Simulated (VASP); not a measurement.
Consider the following.

```
ZnSe
1.0
    0.00000     2.76058     2.76058
    2.76058     0.00000     2.76058
    2.76058     2.76058     0.00000
Zn Se
1 1
Direct
  0.00000   0.00000   0.00000
  0.25000   0.25000   0.25000
```

Calculation: LDA (Ceperley-Alder, Perdew-Zunger), VASP's LDA PAW potentials (set 64) (plane waves; VASP). Settings: 520 eV cut-off, 8×8×8 Γ-centred mesh, Gaussian smearing of 0.050 eV, potentials Zn Se.

Task: Give the stress tensor in GPa (positive for a compressed cell).

Result: 
```
2.31  0.00  0.00
0.00  2.31  0.00
0.00  0.00  2.31
```
The pressure is its mean diagonal, 2.31 GPa.

The compound is ZnSe in the zinc blende structure. This cell is one point of a volume scan, at 0.97 of the reference volume.
